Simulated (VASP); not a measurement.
A run of VASP 6.6.1:

Contents of INCAR:

```
SYSTEM = CaMn2Bi2
PREC = Accurate
ENCUT = 520
EDIFF = 1E-7
ISMEAR = 0
SIGMA = 0.1
LREAL = .FALSE.
LASPH = .TRUE.
NELM = 120
ALGO = Fast
ISIF = 2
LWAVE = .FALSE.
LCHARG = .FALSE.
ISPIN = 2
MAGMOM = 0 0 4 4 0
LORBIT = 11
LMAXMIX = 4
GGA = CA
```

Contents of KPOINTS:

```
Automatic mesh
0
G
  7 7 4
  0 0 0
```

Contents of POSCAR:

```
CaMn2Bi2
1.0
    4.6263818529      0.0000000000      0.0000000000
   -2.3131909265      4.0065642123      0.0000000000
    0.0000000000      0.0000000000      7.7287920000
Bi Mn Ca
2 2 1
Cartesian
   -0.0000000003      2.6710428083      5.8057989913
    2.3131909267      1.3355214040      1.9229930087
   -0.0000000003      2.6710428083      2.9312602979
    2.3131909267      1.3355214040      4.7975317021
    0.0000000000      0.0000000000      0.0000000000
```

Potentials or basis: VASP PAW LDA potentials, release 54 (Bi_d, Mn_pv, Ca_sv).

The run is started by

```bash
$ cat potpaw_LDA.54/Bi_d/POTCAR potpaw_LDA.54/Mn_pv/POTCAR potpaw_LDA.54/Ca_sv/POTCAR > POTCAR
$ mpirun -np 1 vasp_std > vasp.out
```

Hardware: 1 thread of Intel(R) Xeon(R) Platinum 8488C (Sapphire Rapids) (shared host).

Problem. How long does it take, and how much memory?

Solution. It took 11 min on 1 thread of Intel(R) Xeon(R) Platinum 8488C (Sapphire Rapids) (shared host), peak memory 0.41 GiB. Counts: scf iterations 44, k points 28.
